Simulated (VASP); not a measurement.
Method: LDA (Ceperley-Alder, Perdew-Zunger), VASP's LDA PAW potentials (set 64) (plane waves; VASP).

VASP input:

INCAR:
```
SYSTEM = ZrCu5
PREC = Accurate
ENCUT = 300
EDIFF = 1E-6
NELM = 100
ALGO = Normal
LREAL = .FALSE.
LASPH = .TRUE.
ISMEAR = 0
SIGMA = 0.05
LMAXMIX = 4
LWAVE = .FALSE.
LCHARG = .FALSE.
ISIF = 2
```

### POSCAR
```
ZrCu5
1
    0.0000000000     3.3433140000     3.3433140000
    3.3433140000     0.0000000000     3.3433140000
    3.3433140000     3.3433140000     0.0000000000
Zr Cu
1 5
Direct
  0.0197200000  -0.0036330000  -0.0113460000
  0.7420480000   0.7492340000   0.7497440000
  0.3441120000   0.9022180000   0.3730380000
  0.3931620000   0.3710320000   0.3832780000
  0.8525590000   0.3885280000   0.3850300000
  0.3983990000   0.3426200000   0.8702560000
```

**KPOINTS**
```
Automatic
0
Gamma
4 4 4
```

POTCAR, in this order: Zr_sv Cu (LDA.64 set). Program: vasp_std.

Output of the run:

**OSZICAR**
```
       N       E                     dE             d eps       ncg     rms          rms(c)
DAV:   1     0.551728805686E+03    0.55173E+03   -0.20641E+04  2880   0.185E+03
DAV:   2     0.195451533728E+02   -0.53218E+03   -0.51854E+03  2888   0.435E+02
DAV:   3    -0.365590329928E+02   -0.56104E+02   -0.53364E+02  3472   0.185E+02
DAV:   4    -0.400105600534E+02   -0.34515E+01   -0.34239E+01  5048   0.450E+01
DAV:   5    -0.400915129952E+02   -0.80953E-01   -0.80900E-01  4344   0.676E+00    0.268E+01
DAV:   6    -0.386155924088E+02    0.14759E+01   -0.86114E+01  3192   0.165E+02    0.139E+01
DAV:   7    -0.332167766675E+02    0.53988E+01   -0.21734E+01  3512   0.867E+01    0.422E+00
DAV:   8    -0.335092359290E+02   -0.29246E+00   -0.39634E+00  4080   0.534E+01    0.489E+00
DAV:   9    -0.333027566220E+02    0.20648E+00   -0.85882E-01  3792   0.338E+01    0.237E+00
DAV:  10    -0.332377402185E+02    0.65016E-01   -0.31025E-01  4432   0.932E+00    0.960E-01
DAV:  11    -0.332341291999E+02    0.36110E-02   -0.88175E-02  4224   0.741E+00    0.525E-01
DAV:  12    -0.332316165191E+02    0.25127E-02   -0.29622E-02  3760   0.381E+00    0.253E-01
DAV:  13    -0.332300492369E+02    0.15673E-02   -0.71243E-03  4072   0.126E+00    0.611E-02
DAV:  14    -0.332301066828E+02   -0.57446E-04   -0.88286E-04  4592   0.581E-01    0.639E-02
DAV:  15    -0.332300894295E+02    0.17253E-04   -0.11992E-04  3328   0.337E-01    0.450E-02
DAV:  16    -0.332300684818E+02    0.20948E-04   -0.85939E-05  3728   0.126E-01    0.111E-02
DAV:  17    -0.332300678691E+02    0.61263E-06   -0.14201E-05  4888   0.743E-02    0.365E-03
DAV:  18    -0.332300678007E+02    0.68419E-07   -0.10709E-06  1528   0.339E-02
   1 F= -.33230068E+02 E0= -.33227689E+02  d E =-.475756E-02
```

File OUTCAR:
```
------------------------ aborting loop because EDIFF is reached ----------------------------------------
  FORCE on cell =-STRESS in cart. coord.  units (eV):
  Direction    XX          YY          ZZ          XY          YZ          ZX
  --------------------------------------------------------------------------------------
  Total        0.2254668      1.4355931      1.5585143      0.9795445      0.2710573     -0.7099808
  in kB        4.8331662     30.7737528     33.4087233     20.9977731      5.8104547    -15.2193347
  external PRESSURE =      23.0052141 kB  Pullay stress =       0.0000000 kB
  volume of cell :       74.74
      direct lattice vectors                 reciprocal lattice vectors
     0.000000000  3.343314000  3.343314000    -0.149552211  0.149552211  0.149552211
     3.343314000  0.000000000  3.343314000     0.149552211 -0.149552211  0.149552211
     3.343314000  3.343314000  0.000000000     0.149552211  0.149552211 -0.149552211
 POSITION                                       TOTAL-FORCE (eV/Angst)
 -----------------------------------------------------------------------------------
      6.63655      3.37131      3.39710         0.158712     -0.096217     -0.784158
      5.01155      4.98753      4.98582        -0.158771      0.199962      0.113135
      4.26358      2.39766      4.16687        -0.640830      1.397831     -0.724185
      2.52190      2.59588      2.55494        -0.549102     -1.543545     -0.535176
      2.58625      4.13765      4.14934        -0.393406      0.300283      1.618701
      4.05503      4.24151      2.47746         1.583397     -0.258314      0.311682
 -----------------------------------------------------------------------------------
    total drift:                               -0.000406      0.002438     -0.000389
  FREE ENERGIE OF THE ION-ELECTRON SYSTEM (eV)
  ---------------------------------------------------
  free  energy   TOTEN  =       -33.2300678007 eV

  energy  without entropy=      -33.2253102399  energy(sigma->0) =      -33.22768902
```
(Selected blocks of OUTCAR.)

At this cut-off the stress carries a Pulay error, which pulls relaxed volumes low.

The structure comes from a computed database's ZrCu5 entry; how it stands against other phases isn't given here. The cell was not relaxed at this level, atoms are displaced from their ideal sites. The k-mesh is coarse (spacing up to 0.41 per Å, 2π included), so the numbers may not be converged in it. The electron count is odd and the run is not spin-polarised, which forces a metal.
